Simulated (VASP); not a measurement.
ScAl3N4, 16 atoms in the cell. Symmetry: P6_3mc, No. 186, hexagonal system. Conventional cell: a = 6.374 Å, b = 6.374 Å, c = 4.957 Å, α = 90.00°, β = 90.00°, γ = 120.00°. Around Al (site symmetry m) lie 4 N at 1.89 to 1.93 Å. Sc (site symmetry 3m) is surrounded by 4 N at 1.89 to 1.93 Å. N (site symmetry m) is surrounded by 3 Al at 1.89 to 1.93 Å and 1 Sc at 1.93 Å. Around N (site symmetry 3m) lie 1 Sc at 1.89 Å and 3 Al at 1.93 Å. The cell comes from a database or a generator and needn't be the stable form of this composition.

```yaml
Program: VASP 6.6.1
Task: relaxation of cell and atoms
Functional: PBE
Potentials_or_basis: VASP PAW PBE potentials, release 64 (Al, Sc_sv, N)
Cutoff: 520 eV
k_mesh: 4 × 4 × 5
Occupations: gaussian, width 0.03 eV
Spin: no spin polarisation
Further_INCAR_settings: ALGO = Fast; EDIFF = 1e-06; IBRION = 2; EDIFFG = -0.005; NSW = 40; ISIF = 3
```

Potentials or basis: VASP PAW PBE potentials, release 64 (Al, Sc_sv, N).

Launch:

```console
$ cat potpaw_PBE.64/Al/POTCAR potpaw_PBE.64/Sc_sv/POTCAR potpaw_PBE.64/N/POTCAR > POTCAR
$ mpirun -np 1 vasp_std > vasp.out
```

Hardware: 1 thread of Intel(R) Xeon(R) 6975P-C (Granite Rapids), with other jobs on the host.

Q: Estimate the wall time of this run.

A: Wall time 9.4 min on 1 thread of Intel(R) Xeon(R) 6975P-C (Granite Rapids), on a shared host, peak memory 0.35 GiB. Counts: scf iterations 134, k points 12, ion steps 15.
